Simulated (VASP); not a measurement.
Output of a VASP run:

File OUTCAR:
```
 ion  position               nearest neighbor table
   1  0.000  0.000  0.000-
  LATTYP: Found a body centered cubic cell.
 ALAT       =     3.2780960800
 Subroutine PRICEL returns:
 Original cell was already a primitive cell.
 Subroutine GETGRP returns: Found 48 space group operations
The static configuration has the point symmetry O_h .
The dynamic configuration has the point symmetry O_h .
 Subroutine INISYM returns: Found 48 space group operations
 Subroutine IBZKPT returns following result:
 Found    145 irreducible k-points:

 Following reciprocal coordinates:
            Coordinates               Weight
  0.000000  0.000000  0.000000      1.000000
  0.062500  0.000000  0.000000     12.000000
  0.125000  0.000000  0.000000     12.000000
  0.187500  0.000000  0.000000     12.000000
  0.250000  0.000000  0.000000     12.000000
  0.312500  0.000000  0.000000     12.000000
  0.375000  0.000000  0.000000     12.000000
  0.437500  0.000000  0.000000     12.000000
  0.500000  0.000000  0.000000      6.000000
  0.062500  0.062500  0.000000     24.000000
  0.125000  0.062500 -0.000000     48.000000
  0.187500  0.062500  0.000000     48.000000
  0.250000  0.062500  0.000000     48.000000
  0.312500  0.062500  0.000000     48.000000
  0.375000  0.062500  0.000000     48.000000
  0.437500  0.062500  0.000000     48.000000
  0.125000  0.125000  0.000000     24.000000
  0.187500  0.125000  0.000000     48.000000
  0.250000  0.125000 -0.000000     48.000000
  0.312500  0.125000 -0.000000     48.000000
  0.375000  0.125000  0.000000     48.000000
  0.437500  0.125000  0.000000     24.000000
  0.187500  0.187500  0.000000     24.000000
  0.250000  0.187500  0.000000     48.000000
  0.312500  0.187500  0.000000     48.000000
  0.375000  0.187500  0.000000     48.000000
  0.250000  0.250000  0.000000     24.000000
  0.312500  0.250000 -0.000000     48.000000
  0.375000  0.250000  0.000000     24.000000
  0.312500  0.312500  0.000000     24.000000
  0.062500  0.062500  0.062500      8.000000
  0.125000  0.062500  0.062500     24.000000
  0.187500  0.062500  0.062500     24.000000
  0.250000  0.062500  0.062500     24.000000
  0.312500  0.062500  0.062500     24.000000
  0.375000  0.062500  0.062500     24.000000
  0.437500  0.062500  0.062500     12.000000
 -0.062500  0.062500  0.062500      6.000000
  0.125000  0.125000  0.062500     24.000000
  0.187500  0.125000  0.062500     48.000000
   k-points           NKPTS =    145   k-points in BZ     NKDIM =    145   number of bands    NBANDS=     11
   number of dos      NEDOS =    301   number of ions     NIONS =      1
   total plane-waves  NPLWV =  13824
   dimension x,y,z NGX =    24 NGY =   24 NGZ =   24
   dimension x,y,z NGXF=    48 NGYF=   48 NGZF=   48
   ions per type =               1
   PREC   = accura    normal or accurate (medium, high low for compatibility)
   ISTART =      0    job   : 0-new  1-cont  2-samecut
   ICHARG =      2    charge: 1-file 2-atom 10-const
   ISPIN  =      1    spin polarized calculation?
   LNONCOLLINEAR =      F non collinear calculations
   LSORBIT =      F    spin-orbit coupling
   INIWAV =      1    electr: 0-lowe 1-rand  2-diag
   ENCUT  =  520.0 eV  38.22 Ry    6.18 a.u.   5.28  5.28  5.28*2*pi/ulx,y,z
   NELM   =    100;   NELMIN=  2; NELMDL= -5     # of ELM steps
   EDIFF  = 0.1E-06   stopping-criterion for ELM
   LREAL  =      F    real-space projection
   NLSPLINE    = F    spline interpolate recip. space projectors
   LMAXMIX     =    6 max onsite mixed and CHGCAR
   VOSKOWN=      0    Vosko Wilk Nusair interpolation
   EDIFFG = 0.1E-05   stopping-criterion for IOM
   NSW    =      0    number of steps for IOM
   NBLOCK =      1;   KBLOCK =      1    inner block; outer block
   IBRION =     -1    ionic relax: 0-MD 1-quasi-New 2-CG
   NFREE  =      0    steps in history (QN), initial steepest desc. (CG)
...
```

**OSZICAR**
```
       N       E                     dE             d eps       ncg     rms          rms(c)
DAV:   1     0.813400715811E+02    0.81340E+02   -0.78631E+03  3190   0.143E+03
DAV:   2    -0.729250556497E+01   -0.88633E+02   -0.85463E+02  3439   0.330E+02
DAV:   3    -0.897874896210E+01   -0.16862E+01   -0.16580E+01  3605   0.442E+01
DAV:   4    -0.898984324693E+01   -0.11094E-01   -0.11092E-01  3454   0.382E+00
DAV:   5    -0.898993784938E+01   -0.94602E-04   -0.94603E-04  3558   0.370E-01    0.166E+01
DAV:   6    -0.853215404904E+01    0.45778E+00   -0.63082E-01  3337   0.105E+01    0.595E+00
DAV:   7    -0.843917541280E+01    0.92979E-01   -0.29189E-01  3500   0.681E+00    0.849E-01
DAV:   8    -0.843988896685E+01   -0.71355E-03   -0.64000E-03  3271   0.115E+00    0.157E-01
DAV:   9    -0.844019120150E+01   -0.30223E-03   -0.59911E-04  3439   0.329E-01    0.578E-02
DAV:  10    -0.844018108150E+01    0.10120E-04   -0.63514E-05  3490   0.119E-01    0.472E-03
DAV:  11    -0.844018193411E+01   -0.85261E-06   -0.10160E-06  3360   0.151E-02    0.107E-03
DAV:  12    -0.844018151408E+01    0.42003E-06   -0.77780E-08  2093   0.412E-03    0.321E-04
DAV:  13    -0.844018156655E+01   -0.52468E-07   -0.32345E-09  1724   0.103E-03
   1 F= -.84401816E+01 E0= -.84398966E+01  d E =-.854853E-03
```

### OUTCAR
```
------------------------ aborting loop because EDIFF is reached ----------------------------------------
  FORCE on cell =-STRESS in cart. coord.  units (eV):
  Direction    XX          YY          ZZ          XY          YZ          ZX
  --------------------------------------------------------------------------------------
  Total       -0.8627312     -0.8627312     -0.8627312      0.0000000      0.0000000      0.0000000
  in kB      -78.4785622    -78.4785622    -78.4785622      0.0000000      0.0000000      0.0000000
  external PRESSURE =     -78.4785622 kB  Pullay stress =       0.0000000 kB
  volume of cell :       17.61
      direct lattice vectors                 reciprocal lattice vectors
    -1.639048040  1.639048040  1.639048040     0.000000000  0.305055122  0.305055122
     1.639048040 -1.639048040  1.639048040     0.305055122  0.000000000  0.305055122
     1.639048040  1.639048040 -1.639048040     0.305055122  0.305055122  0.000000000
 POSITION                                       TOTAL-FORCE (eV/Angst)
 -----------------------------------------------------------------------------------
      0.00000      0.00000      0.00000        -0.000000      0.000000      0.000000
 -----------------------------------------------------------------------------------
    total drift:                               -0.000000      0.000000      0.000000
  FREE ENERGIE OF THE ION-ELECTRON SYSTEM (eV)
  ---------------------------------------------------
  free  energy   TOTEN  =        -8.4401815665 eV

  energy  without entropy=       -8.4393267133  energy(sigma->0) =       -8.43989662
```
(Selected blocks of OUTCAR.)

**POSCAR**
```
W
1
   -1.6390480400     1.6390480400     1.6390480400
    1.6390480400    -1.6390480400     1.6390480400
    1.6390480400     1.6390480400    -1.6390480400
W
1
Direct
  0.0000000000   0.0000000000   0.0000000000
```

Problem. Write an INCAR and KPOINTS that could have produced this output.

Solution. This is not unique; one that fits is the input of the run itself, vdW-DF2, plane waves, VASP's PBE PAW potentials (set 64).

INCAR:
```
SYSTEM  =  W
PREC  =  Accurate; ENCUT  =  520; LREAL  =  F
LASPH  =  T
EDIFF  =  1E-7; NELM  =  100; ALGO  =  Normal
LMAXMIX  =  6
ISMEAR  =  1; SIGMA  =  0.1
GGA  =  ML; LUSE_VDW  =  T; AGGAC  =  0.0
ZAB_VDW  =  -1.8867
ISIF  =  2
LWAVE  =  F; LCHARG  =  F
```

**KPOINTS**
```
Automatic mesh
0
Gamma
16 16 16
0 0 0
```

POTCAR, in this order: W_sv (PBE.64 set). Program: vasp_std.

The compound is W in the bcc structure. This cell is one point of a volume scan, at 1.03 of the reference volume.
